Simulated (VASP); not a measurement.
```
Ba
1.0
   -2.56559     2.56559     2.56559
    2.56559    -2.56559     2.56559
    2.56559     2.56559    -2.56559
Ba
1
Direct
  0.00000   0.00000   0.00000
```

Calculation: r2SCAN meta-GGA, VASP's PBE PAW potentials (set 64) (plane waves; VASP). Run with 520 eV cut-off, 10×10×10 Γ-centred mesh, first-order Methfessel-Paxton smearing of 0.10 eV, potentials Ba_sv.

Unless said otherwise, spin-orbit coupling is left out, though it shifts the bands of the heavy elements here.

Problem. What does the run give for the energy per atom (σ→0), band gap (on the k-mesh) with the smallest direct gap where there is one?

Solution. 
band gap (on the k-mesh): none (metal, semimetal or under 0.01 eV)
energy per atom (σ→0): -2550.1 kJ/mol of atoms

The compound is Ba in the bcc structure. This cell is one point of a volume scan, at 1.03 of the reference volume.
